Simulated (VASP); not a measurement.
Consider the following.

```
CELL_PARAMETERS angstrom
     -1.47586     1.47586     1.47586
      1.47586    -1.47586     1.47586
      1.47586     1.47586    -1.47586
ATOMIC_POSITIONS crystal
  V  0.00000 0.00000 0.00000
```

All values below come from PBEsol GGA, VASP's PBE PAW potentials (set 64) (plane waves; VASP). Settings: 480 eV cut-off, 16×16×16 Γ-centred mesh, first-order Methfessel-Paxton smearing of 0.10 eV, potentials V_sv.

Energy and stress use the plane-wave basis of the starting cell.

**Question.** The ions, cell shape and volume at an external pressure of 10.0 GPa are relaxed. Give the cell that the relaxation ends in.

**Answer.** 
```
CELL_PARAMETERS angstrom
     -1.45598     1.45598     1.45598
      1.45598    -1.45598     1.45598
      1.45598     1.45598    -1.45598
ATOMIC_POSITIONS crystal
  V  0.00000 0.00000 0.00000
```
Space group Im-3m (229), at a tolerance of 0.03 Å.

**Question.** How do energy and volume change from the first to the last step?

**Answer.** The energy (σ→0) changes by +17.2 meV/atom and the volume by -4.0 %, in 4 ionic steps.

```csv
step,E(σ→0) (eV),max force (eV/Å),pressure (GPa),volume (Å³)
1,-9.6300,0.000,1.20,12.86
2,-9.5281,0.000,26.85,11.59
3,-9.6134,0.000,9.84,12.36
4,-9.6128,0.000,10.04,12.35
```

The compound is V in the bcc structure. This run relaxes it under an external pressure of 10 GPa. Symmetry was kept, so distortions that lower it aren't found. The run is not spin-polarised, so no magnetic state was tried.
